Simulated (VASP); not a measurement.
```
CELL_PARAMETERS angstrom
      2.42453     0.00000     0.00000
     -1.21226     2.09970     0.00000
      0.00000     0.00000     3.90839
ATOMIC_POSITIONS crystal
  Co 0.33333 0.66667 0.25000
  Co 0.66667 0.33333 0.75000
```

Level of theory: LDA (Ceperley-Alder, Perdew-Zunger) with spin-orbit coupling, VASP's LDA PAW potentials (set 64) (plane waves; VASP). Numerical set-up: 400 eV cut-off, 15×15×9 Γ-centred mesh, Gaussian smearing of 0.050 eV, potentials Co.

The run has a spin-polarised start.

**Question.** Give the energies of bands 11 to 24 at the high-symmetry points, in eV from the Fermi level.

**Answer.** 
```csv
band,Γ,M,K,A,L,H
11,-1.74,-1.90,-1.78,-1.76,-0.82,-1.95
12,-1.26,-1.37,-1.64,-1.76,-0.82,-1.88
13,-1.17,-1.20,-1.55,-1.33,-0.25,-1.78
14,-1.11,-0.74,-0.64,-1.33,-0.25,-1.66
15,-0.83,-0.33,-0.56,-1.21,-0.15,-0.44
16,-0.69,-0.20,-0.44,-1.21,-0.15,-0.42
17,-0.52,-0.16,-0.42,-0.84,0.32,-0.35
18,-0.42,1.22,0.90,-0.84,0.32,-0.25
19,-0.35,1.39,0.96,-0.80,1.34,1.11
20,-0.27,1.41,1.11,-0.80,1.34,1.13
21,-0.05,1.71,4.98,0.68,1.82,6.26
22,0.13,2.83,5.78,0.68,1.82,6.31
23,1.04,3.89,5.93,0.72,2.50,6.96
24,1.12,4.80,5.96,0.72,2.50,6.99
```

It has no gap at this level: it comes out as a metal or semimetal.

The structure comes from a computed database's Co entry (P6_3/mmc); how it stands against other phases isn't given here. It was relaxed first, which changed the volume by -7 %.
